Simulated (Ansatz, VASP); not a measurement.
# Cross-check of Ge (Ge(110)) between VASP and Ansatz, part 2 of 2

Wanted: the spread between two codes on one cell, functional and k mesh. The structure shown is the end of the VASP relaxation below.

VASP 6.6.1 and Ansatz 0.2.0.

So far: The starting structure; VASP: relaxation, PBE.

## 3. Ansatz: single point, PBE

Level of this step: Ansatz beside VASP: Kohn-Sham DFT, plane waves, PBE (Ansatz).

Ansatz runs on its default PAW (the set named soft_2) files.

The same cell, functional, mesh and smearing now go to Ansatz, which takes its cutoff from its data sets.

The input, input.yaml:

```yaml
crystal:
  lattice:
    - [3.92968948, 0.0, 0.0]
    - [0.0, 5.55742015, 0.0]
    - [0.0, 0.0, 32.76729165]
  atoms:
    - { symbol: Ge, position: [0.75, 0.36108492, 0.76010362] }
    - { symbol: Ge, position: [0.25, 0.63891508, 0.76010362] }
    - { symbol: Ge, position: [0.25, 0.85967993, 0.69406141] }
    - { symbol: Ge, position: [0.75, 0.14032007, 0.69406141] }
    - { symbol: Ge, position: [0.75, 0.36809079, 0.62856593] }
    - { symbol: Ge, position: [0.25, 0.63190921, 0.62856593] }
    - { symbol: Ge, position: [0.25, 0.8688029, 0.56424633] }
    - { symbol: Ge, position: [0.75, 0.1311971, 0.56424633] }
    - { symbol: Ge, position: [0.75, 0.36914785, 0.5] }
    - { symbol: Ge, position: [0.25, 0.63085215, 0.5] }
    - { symbol: Ge, position: [0.25, 0.8688029, 0.43575367] }
    - { symbol: Ge, position: [0.75, 0.1311971, 0.43575367] }
    - { symbol: Ge, position: [0.75, 0.36809079, 0.37143407] }
    - { symbol: Ge, position: [0.25, 0.63190921, 0.37143407] }
    - { symbol: Ge, position: [0.25, 0.85967993, 0.30593859] }
    - { symbol: Ge, position: [0.75, 0.14032007, 0.30593859] }
    - { symbol: Ge, position: [0.75, 0.36108492, 0.23989638] }
    - { symbol: Ge, position: [0.25, 0.63891508, 0.23989638] }
hamiltonian:
  xc: pbe
  pseudopotentials: { kind: paw }
kpoints:
  mp_grid: { grid: [6, 5, 1] }
scf:
  occupations: { method: gaussian, width: 0.03 }
  n_extra_bands: 8
efield:
  axis: 3
  dipole_correction: true
  ramp_width: 0.04
output:
  forces: true
  eigenvalues: true
  write_density: true
  write_potential: true
  elf: true
  volumetric_format: npy
```

Started as:

```sh
$ ansatz run input.yaml --threads 8 --pin off --max-ram 18432MiB --backend cpu --events-out ev --progress --plain --runs-dir out
```

Numbers of over 12 decimals in the logs are rounded to 6 here.

What it wrote:

```text
scf.n_extra_bands = 8 over 126 filled bands (N_el = 252.0): the run solves 134 bands
Engine: ansatz 0.2.0, aarch64-unknown-linux-gnu
Pseudopotentials: kind: paw
Pseudopotential: Ge, paw, valence charge 14, recommended cutoff 420 eV (normal), Ge.paw.azcp
Functional definition: PBE
  parameter kappa = 0.804
  parameter beta = 0.066725
  exchange = pbe_x(kappa = kappa, mu = beta*pi^2/3)
  correlation = pbe_c(beta = beta)
Crystal: 18 atoms, lattice volume = 715.603 Å³
Basis set: ecut = 420 eV, 14035 PW (Γ), exchange–correlation on 54×80×450 points (8 copies of the dense FFT grid, shifted against one another)
Bands: 134, of which v1, the nominal top of the filled ones, is band 126 counted from 1 (125 counted from 0)
Symmetry: 4 space group operations
k-points: 12 of 30
Non-local potential: Ge, projectors of the file, l = 0: 2, l = 1: 2, l = 2: 3, l = 3: 1
PAW form: soft (Blöchl's): semilocal exchange-correlation on the pseudo side does not see the compensation charge
PAW one-centre angular grid: Ge, 590 points (default); XC on 64 Gauss nodes
Initial density: superposition of atomic densities (neutral atoms: chi_scale 0, normalization atom), corrected by the library's trained network
Initial wavefunctions: pseudopotential atomic-orbital guess
Functional: x = pbe(κ = 0.804, μ = 0.219515), c = pbe(β = 0.066725)
SCF iter   1: F=—  HF=-77305.799208 eV  |F-HF|=—  |Δ(HF+E_count)|=         —  Δρ=1.90e-3  dr2=9.14e-2  ethr=1.77e-3  p=0.000 e·Å  D=1.34e-13 V/Å  ΔV_dip=-0.00 eV  dr2_dipole=1.22e-8  V_vac-E_F(+/−)=4.87/4.87 eV  ⟨swp⟩=6.2  Hψ=5907  notcnv=0  defer=1
efield: sawtooth ramp at fractional position 0.9800 (placed from the atoms, in the widest stretch of the axis that holds none; the zero of the levels goes with the place), width 0.0400; the density the first Hamiltonian is built on has a dipole p = 0.000 e·Å; the dipole correction subtracts the counter field D = 1.34e-13 V/Å, which shifts the + side's vacuum level by -0.00 eV against the − side's; the planar-averaged density in the ramp window peaks in size at 1.9e-5 e/Å³
preconditioner: auto → LDOS  [metal: Δε(μ)=0.014 eV  Ē_g=20.347 eV  σ=0.030 eV  W_gap=0.26  n_scr=156 (ndim 8)  ℏωp=22.0 eV  f_vac=0.397  D(μ)=6.16/eV (n_scr^D=22)  β→1.0]
SCF iter   2: F=—  HF=-77305.790303 eV  |F-HF|=—  |Δ(HF+E_count)|=   8.90e-3  Δρ=8.68e-4  dr2=2.46e-2  ethr=3.63e-5  p=0.000 e·Å  D=5.83e-6 V/Å  ΔV_dip=-0.00 eV  dr2_dipole=1.55e-7  V_vac-E_F(+/−)=4.83/4.83 eV  ⟨swp⟩=2.2  Hψ=2764  notcnv=0  defer=26
SCF iter   3: F=—  HF=-77305.787047 eV  |F-HF|=—  |Δ(HF+E_count)|=   3.26e-3  Δρ=3.27e-4  dr2=2.00e-3  ethr=9.77e-6  p=0.000 e·Å  D=1.22e-6 V/Å  ΔV_dip=-0.00 eV  dr2_dipole=3.38e-8  V_vac-E_F(+/−)=4.85/4.85 eV  ⟨swp⟩=2.0  Hψ=2372  notcnv=0  defer=26
SCF iter   4: F=—  HF=-77305.786601 eV  |F-HF|=—  |Δ(HF+E_count)|=   4.46e-4  Δρ=8.46e-5  dr2=1.76e-4  ethr=7.93e-7  p=0.000 e·Å  D=2.19e-7 V/Å  ΔV_dip=-0.00 eV  dr2_dipole=8.64e-9  V_vac-E_F(+/−)=4.85/4.85 eV  ⟨swp⟩=2.0  Hψ=2338  notcnv=0  defer=26
SCF iter   5: F=—  HF=-77305.786639 eV  |F-HF|=—  |Δ(HF+E_count)|=   3.77e-5  Δρ=4.33e-5  dr2=7.92e-5  ethr=6.98e-8  p=0.000 e·Å  D=3.85e-7 V/Å  ΔV_dip=-0.00 eV  dr2_dipole=1.19e-8  V_vac-E_F(+/−)=4.85/4.85 eV  ⟨swp⟩=2.0  Hψ=2748  notcnv=0  defer=26
SCF iter   6: F=—  HF=-77305.786602 eV  |F-HF|=—  |Δ(HF+E_count)|=   3.66e-5  Δρ=1.57e-5  dr2=5.49e-6  ethr=3.14e-8  p=-0.000 e·Å  D=-1.99e-7 V/Å  ΔV_dip=0.00 eV  dr2_dipole=1.12e-9  V_vac-E_F(+/−)=4.86/4.86 eV  ⟨swp⟩=2.0  Hψ=2746  notcnv=0  defer=26
SCF iter   7: F=—  HF=-77305.786602 eV  |F-HF|=—  |Δ(HF+E_count)|=   1.72e-7  Δρ=5.23e-6  dr2=7.76e-7  ethr=2.18e-9  p=-0.000 e·Å  D=-6.66e-8 V/Å  ΔV_dip=0.00 eV  dr2_dipole=3.63e-11  V_vac-E_F(+/−)=4.86/4.86 eV  ⟨swp⟩=2.1  Hψ=2746  notcnv=0  defer=26
SCF iter   8: F=-77305.786602 eV  HF=-77305.786602 eV  |F-HF|=2.02e-8  |Δ(HF+E_count)|=   3.07e-7  Δρ=1.69e-6  dr2=3.19e-8  ethr=3.97e-11  p=-0.000 e·Å  D=-3.78e-8 V/Å  ΔV_dip=0.00 eV  dr2_dipole=4.84e-11  V_vac-E_F(+/−)=4.86/4.86 eV  ⟨swp⟩=12.6  Hψ=11650  notcnv=0
SCF 1 converged in 8 iterations: F = -77305.786602 eV  dr2 = 3.19e-8
  greatest PAW one-centre occupation: 0.998 electrons in one spin orbital (limit 2), on the Ge atom at site 17 (counted from 0), in its partial waves of l = 2
WARN: The output density's exchange-correlation potential varies sharply where the density is thin. Do not read a vacuum level from v_tot or v_xc, or from such a field of the output density. On a cell that repeats whose density bears no net charge and no dipole along the vacuum's axis use v_es (v_loc + v_h of the components); under efield.dipole_correction with no amplitude use v_es + v_field, which holds any externa [...]
SCF converged after 8 iterations
Free energy (F): -77305.786602 eV
Harris-Foulkes:  -77305.786602 eV  (|F-HF|=2.02e-8)
Internal energy: -77305.783846 eV  (E = F + TS)
E sigma→0 (E₀):  -77305.785224 eV
Entropy (-TS):   -0.002756 eV (-0.153 meV/atom)
Fermi energy:    2.548081 eV
Dipole field:    D = 0.000005 V/Å  (p = 0.000019 e·Å, saw-weighted, corrected)
Work function:   Φ+ = 4.8577 eV   Φ− = 4.8579 eV
Levels:          The Fermi level and band energies are counted from a zero that moves with the ramp; work functions are not
--- Per-component energies (eV) ---
  E_band       = -4085.275327
  E_kinetic    = 1994.185211
  E_local      = -297558.414154  (includes V_loc(G=0)·N_el)
  E_nonlocal   = 7518.235116
  E_hartree    = 145359.378141
  E_xc         = -1354.571570
  E_vxc        = -1154.455691  (∫ρ·V_xc dr)
  E_paw        = -36341.603305  (= ΣΔE_a)
  E_vpaw       = -5603.580190  (= ΣTr[D̂ρ^β])
  E_aug_tail   = 0.005428  (compensation charges beyond the density's cutoff)
  E_efield     = 0.000000  (sawtooth field / dipole correction)
  E_vefield    = 0.000000  (∫n·V_field dr)
  E_ewald      = 103077.001288
  E_smearing   = -0.002756  (= −TS)
  E_closure    = -0.000000  (closes the sum)
  Σ components = -77305.786602   (vs F -77305.786602, Δ=0.00e0)
--- Forces (eV/Å), atoms counted from 1 ---
  atom   1  Ge    -0.00000000     0.05411238    -0.03437109
  atom   2  Ge     0.00000000    -0.05411238    -0.03437109
  atom   3  Ge    -0.00000000     0.01251048     0.02997269
  atom   4  Ge     0.00000000    -0.01251048     0.02997269
  atom   5  Ge    -0.00000000     0.03847216    -0.02278222
  atom   6  Ge     0.00000000    -0.03847216    -0.02278222
  atom   7  Ge    -0.00000000     0.01839978    -0.03086313
  atom   8  Ge     0.00000000    -0.01839978    -0.03086313
  atom   9  Ge    -0.00000000     0.03341809    -0.00000490
  atom  10  Ge     0.00000000    -0.03341809    -0.00000490
  atom  11  Ge    -0.00000000     0.01839584     0.03086515
  atom  12  Ge     0.00000000    -0.01839584     0.03086515
  atom  13  Ge    -0.00000000     0.03847164     0.02278583
  atom  14  Ge     0.00000000    -0.03847164     0.02278583
  atom  15  Ge    -0.00000000     0.01251171    -0.02997429
  atom  16  Ge     0.00000000    -0.01251171    -0.02997429
  atom  17  Ge    -0.00000000     0.05411066     0.03437133
  atom  18  Ge     0.00000000    -0.05411066     0.03437133
  max |Σ_I F_I| component: 1.25e-6 eV/Å
--- Band table (eV; the first three rows and the last of 12) ---
  k-point 0: bands = [... 122 lower, 2.6804, 2.7643, 2.9810, 3.0910, 3.1792, 3.2335, 3.6137, 4.1321, ... 4 higher]
  k-point 1: bands = [... 122 lower, 2.4473, 2.4518, 2.8203, 2.8242, 3.1329, 3.1595, 3.5515, 4.2182, ... 4 higher]
  k-point 2: bands = [... 122 lower, 2.3182, 2.3211, 2.3404, 2.3586, 2.8333, 2.9161, 3.8122, 3.8153, ... 4 higher]
  k-point 11: bands = [... 122 lower, 1.0777, 1.0777, 2.0646, 2.0646, 2.3074, 2.3074, 3.8536, 3.8536, ... 4 higher]
```

Elapsed: 45 s, on 8 threads of Arm Neoverse N1, shared host; peak memory 3.8 GiB; 5.8 min of CPU time.

## 4. Comparison

Known differences besides the potentials themselves: the data sets hold 252 valence electrons in Ansatz (default PAW (the set named soft_2) files) and 72 in VASP; the cutoff is 420 eV in Ansatz and 320 eV in VASP (PREC = Normal, projectors in real space); VASP leaves aspherical gradient terms in its spheres out (LASPH is not set), Ansatz keeps them. Total energies have different zeros and are not compared.

At this near-relaxed geometry the largest component of a force difference is 51 meV/Å. VASP's last cycles still show a density residual of 2e-03, so its state may not be settled.

## 5. Other set-ups

Further runs change the set-up of one program: Ansatz's method, potentials or start, or VASP's data sets, cutoff or form of LDA. The table gives Ansatz less VASP for each quantity, since a change that brings one quantity closer may part another.

```csv
run,r.m.s. force difference (meV/Å)
as above,26
Ansatz's larger PAW set (cutoff 560 eV),26
norm-conserving potentials (cutoff 1061 eV),24
```

## 6. Summary of results

| Item | Value |
| --- | --- |
| r.m.s. force difference (single point, PBE) | 26 meV/Å |

**Reading.** The r.m.s. force difference is 26 meV/Å (single point, PBE), beyond the 12 meV/Å picked in this series as the mark of a large difference. For single point, PBE, no further run moves any of the tabulated differences by more than a quarter of its size. Such differences can come from data sets, numerical settings and the points named under the comparisons, not from the functional's error against experiment.

[Lines on the potential files, build, host, timing and source positions are cut from VASP's logs without a mark.]

[Logs are printed without paths, hosts, clocks, repeated set-up lines and the standing remarks that a program may print on its own settings, such as how far it seeks lower states.]

[Hosts, paths, dates, database ids (printed as entryN), source tags and the programs' standing remarks are cut or masked in the printed files.]
